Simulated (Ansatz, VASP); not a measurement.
CoW3 in VASP and in Ansatz

File INCAR:

```
SYSTEM = CoW3
PREC = Accurate ; ENCUT = 520
EDIFF = 1E-6 ; ISMEAR = -1
SIGMA = 0.05 ; LREAL = .False.
LASPH = .True. ; NELM = 100
ALGO = Normal ; ISIF = 2
LWAVE = .False. ; LCHARG = .False.
GGA = PS ; NBANDS = 34
```

The input KPOINTS:

```
Automatic mesh
0
Gamma
  7 7 7
  0 0 0
```

The input POSCAR:

```
CoW3
1.0
    3.9073510000      0.0000000000      0.0000000000
    0.0000000000      3.9073510000      0.0000000000
    0.0000000000      0.0000000000      3.9073510000
W Co
3 1
Direct
    0.5000000000      0.5000000000      0.0000000000
    0.5000000000      0.0000000000      0.5000000000
    0.0000000000      0.5000000000      0.5000000000
    0.0000000000      0.0000000000      0.0000000000
```

Contents of input.yaml:

```yaml
crystal:
  lattice:
    - [3.907351, 0.0, 0.0]
    - [0.0, 3.907351, 0.0]
    - [0.0, 0.0, 3.907351]
  atoms:
    - { symbol: W, position: [0.5, 0.5, 0.0] }
    - { symbol: W, position: [0.5, 0.0, 0.5] }
    - { symbol: W, position: [0.0, 0.5, 0.5] }
    - { symbol: Co, position: [0.0, 0.0, 0.0] }
hamiltonian:
  xc: pbesol
  pseudopotentials: { kind: paw }
kpoints:
  mp_grid: { grid: [7, 7, 7] }
scf:
  occupations: { method: fermi_dirac, width: 0.05 }
output:
  forces: true
  stress: true
  eigenvalues: true
```

The cell comes from a database or a generator and needn't be the stable form of this composition.

Alike in both runs: task single point; functional PBEsol; k mesh 7 × 7 × 7; occupations fermi-dirac, width 0.05 eV; no spin polarisation.

|  | VASP | Ansatz |
| --- | --- | --- |
| version | VASP 6.6.1 | Ansatz 0.2.0 |
| potentials or method | VASP PAW PBE potentials, release 64 (W_sv, Co) | Ansatz PAW |
| plane-wave cutoff (eV) | 520 | 420 |
| valence electrons in the cell | 51 | 59 |

```tsv
	VASP	Ansatz	Ansatz less VASP
gap on the k mesh at the Fermi level (eV)	none	none	-
pressure (GPa)	-9.9	-10.4	-0.55
```

A gap of «none» marks a metal or a gap that the smearing closes. The two sets of potentials don't hold the same shells in valence.

Caveats: the PAW data sets were made with another functional, which shifts forces and pressure a little (VASP); the PAW data sets come from PBE, with cores solved anew for the run's functional, which leaves a small shift of forces and pressure (Ansatz). Spin-orbit coupling is left out, which matters for the levels of W. Spin polarisation is off, so any magnetic state and its effect on volume and gap are missing.
